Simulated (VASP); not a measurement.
Computed with PBE GGA, VASP's PBE PAW potentials (set 64) (plane waves; VASP).

VASP input:

File KPOINTS:
```
Automatic mesh
0
Gamma
13 13 13
0 0 0
```

POSCAR:
```
Cr
1
    2.8573166595     0.0000000000     0.0000000000
    0.0000000000     2.8573166595     0.0000000000
    0.0000000000     0.0000000000     2.8573166595
Cr
2
Direct
  0.0000000000   0.0000000000   0.0000000000
  0.5000000000   0.5000000000   0.5000000000
```

### INCAR
```
SYSTEM = Cr
PREC = Accurate; ENCUT = 500; LREAL = .FALSE.
LASPH = .TRUE.
EDIFF = 1E-6; NELM = 100; ALGO = Normal
LMAXMIX = 4
ISMEAR = 1; SIGMA = 0.1
GGA = PE
MAGMOM = 1.0 -1.0
ISPIN = 2
IBRION = 2; NSW = 40; ISIF = 3
EDIFFG = -0.02
LWAVE = .FALSE.; LCHARG = .FALSE.; LORBIT = 10
```

POTCAR, in this order: Cr_pv (PBE.64 set). Program: vasp_std.

Output of the run:

File OSZICAR:
```
       N       E                     dE             d eps       ncg     rms          rms(c)
DAV:   1     0.228713043557E+03    0.22871E+03   -0.14099E+04  5376   0.179E+03
DAV:   2    -0.142466401648E+02   -0.24296E+03   -0.24127E+03  5664   0.498E+02
DAV:   3    -0.221677754191E+02   -0.79211E+01   -0.78625E+01  6912   0.103E+02
DAV:   4    -0.222844850641E+02   -0.11671E+00   -0.11651E+00  6496   0.124E+01
DAV:   5    -0.222870093736E+02   -0.25243E-02   -0.25226E-02  7368   0.145E+00    0.184E+01
DAV:   6    -0.190662674813E+02    0.32207E+01   -0.19279E+01  5736   0.529E+01    0.400E+00
DAV:   7    -0.190615318648E+02    0.47356E-02   -0.23727E-01  5792   0.692E+00    0.242E+00
DAV:   8    -0.190562271986E+02    0.53047E-02   -0.28271E-02  7424   0.160E+00    0.122E+00
DAV:   9    -0.190534305669E+02    0.27966E-02   -0.73220E-02  6672   0.202E+00    0.461E-01
DAV:  10    -0.190549006112E+02   -0.14700E-02   -0.43547E-03  7736   0.551E-01    0.366E-01
DAV:  11    -0.190593483729E+02   -0.44478E-02   -0.13485E-01  7040   0.228E+00    0.241E-01
DAV:  12    -0.190597724075E+02   -0.42403E-03   -0.56554E-03  6480   0.605E-01    0.103E-01
DAV:  13    -0.190597794343E+02   -0.70267E-05   -0.16209E-04  5880   0.163E-01    0.718E-02
DAV:  14    -0.190598576865E+02   -0.78252E-04   -0.84203E-04  7136   0.174E-01    0.386E-02
DAV:  15    -0.190598820282E+02   -0.24342E-04   -0.15977E-03  6976   0.245E-01    0.505E-03
DAV:  16    -0.190598841399E+02   -0.21116E-05   -0.21402E-05  5432   0.551E-02    0.422E-03
DAV:  17    -0.190598837877E+02    0.35211E-06   -0.34659E-07  2816   0.680E-03
   1 F= -.19059884E+02 E0= -.19060061E+02  d E =-.190599E+02  mag=    -0.0000
       N       E                     dE             d eps       ncg     rms          rms(c)
DAV:   1    -0.191908922305E+02   -0.13101E+00   -0.28317E+00  5584   0.251E+01    0.311E+00
DAV:   2    -0.190619767053E+02    0.12892E+00   -0.95734E-01  5696   0.107E+01    0.109E+00
DAV:   3    -0.190606264768E+02    0.13502E-02   -0.15053E-02  5728   0.153E+00    0.563E-01
DAV:   4    -0.190601408878E+02    0.48559E-03   -0.71970E-04  6992   0.317E-01    0.217E-01
DAV:   5    -0.190597489887E+02    0.39190E-03   -0.12435E-03  6672   0.364E-01    0.409E-02
DAV:   6    -0.190597816152E+02   -0.32626E-04   -0.12017E-04  6064   0.981E-02    0.248E-02
DAV:   7    -0.190597847345E+02   -0.31193E-05   -0.39759E-05  8112   0.560E-02    0.138E-02
DAV:   8    -0.190597880372E+02   -0.33027E-05   -0.15213E-05  6240   0.218E-02    0.423E-03
DAV:   9    -0.190597876486E+02    0.38863E-06   -0.14451E-06  2736   0.922E-03
   2 F= -.19059788E+02 E0= -.19059931E+02  d E =0.961392E-04  mag=     0.0000
       N       E                     dE             d eps       ncg     rms          rms(c)
DAV:   1    -0.190945774512E+02   -0.34789E-01   -0.73931E-01  5568   0.127E+01    0.160E+00
DAV:   2    -0.190613741400E+02    0.33203E-01   -0.22854E-01  5680   0.533E+00    0.522E-01
DAV:   3    -0.190611972612E+02    0.17688E-03   -0.29038E-03  6184   0.663E-01    0.291E-01
DAV:   4    -0.190610635876E+02    0.13367E-03   -0.14390E-04  6400   0.153E-01    0.123E-01
DAV:   5    -0.190609524564E+02    0.11113E-03   -0.28653E-04  6624   0.185E-01    0.217E-02
DAV:   6    -0.190609585392E+02   -0.60828E-05   -0.29236E-05  5632   0.515E-02    0.120E-02
DAV:   7    -0.190609558786E+02    0.26606E-05   -0.89426E-06  6896   0.283E-02    0.604E-03
DAV:   8    -0.190609553586E+02    0.52003E-06   -0.22178E-06  3472   0.898E-03
   3 F= -.19060955E+02 E0= -.19061108E+02  d E =-.107157E-02  mag=    -0.0000
```

**OUTCAR**
```
------------------------ aborting loop because EDIFF is reached ----------------------------------------
  FORCE on cell =-STRESS in cart. coord.  units (eV):
  Direction    XX          YY          ZZ          XY          YZ          ZX
  --------------------------------------------------------------------------------------
  Total        0.0142640      0.0142640      0.0142640      0.0000000      0.0000000     -0.0000000
  in kB        0.9710974      0.9710974      0.9710974      0.0000000      0.0000000     -0.0000000
  external PRESSURE =       0.9710974 kB  Pullay stress =       0.0000000 kB
  volume of cell :       23.53
      direct lattice vectors                 reciprocal lattice vectors
     2.865691004  0.000000000  0.000000000     0.348955976 -0.000000000  0.000000000
     0.000000000  2.865691004  0.000000000    -0.000000000  0.348955976 -0.000000000
    -0.000000000  0.000000000  2.865691004     0.000000000  0.000000000  0.348955976
 POSITION                                       TOTAL-FORCE (eV/Angst)
 -----------------------------------------------------------------------------------
      0.00000      0.00000      0.00000        -0.000000      0.000000     -0.000000
      1.43285      1.43285      1.43285         0.000000     -0.000000      0.000000
 -----------------------------------------------------------------------------------
    total drift:                                0.000000      0.000000     -0.000000
  FREE ENERGIE OF THE ION-ELECTRON SYSTEM (eV)
  ---------------------------------------------------
  free  energy   TOTEN  =       -19.0609553586 eV

  energy  without entropy=      -19.0614127907  energy(sigma->0) =      -19.06110784

 total charge

# of ion       s       p       d       tot
------------------------------------------
    1        0.434   6.394   4.193  11.021
    2        0.434   6.394   4.193  11.021
--------------------------------------------------
tot          0.867  12.788   8.386  22.042

 magnetization (x)

# of ion       s       p       d       tot
------------------------------------------
    1        0.014   0.009   1.099   1.122
    2       -0.014  -0.009  -1.099  -1.122
--------------------------------------------------
tot          0.000   0.000   0.000   0.000

 reached required accuracy - stopping structural energy minimisation
```
(Selected blocks of OUTCAR.)

File CONTCAR:
```
Cr
   1.00000000000000
     2.8656910039986436    0.0000000000000000    0.0000000000000000
     0.0000000000000000    2.8656910039986436    0.0000000000000000
    -0.0000000000000000    0.0000000000000000    2.8656910039986436
  Cr
     2
Direct
     0.0000000000000000    0.0000000000000000    0.0000000000000000
     0.5000000000000000    0.5000000000000000    0.5000000000000000
```

The compound is Cr in the bcc, AFM order structure. This run relaxes it. Symmetry was kept, so distortions that lower it aren't found.
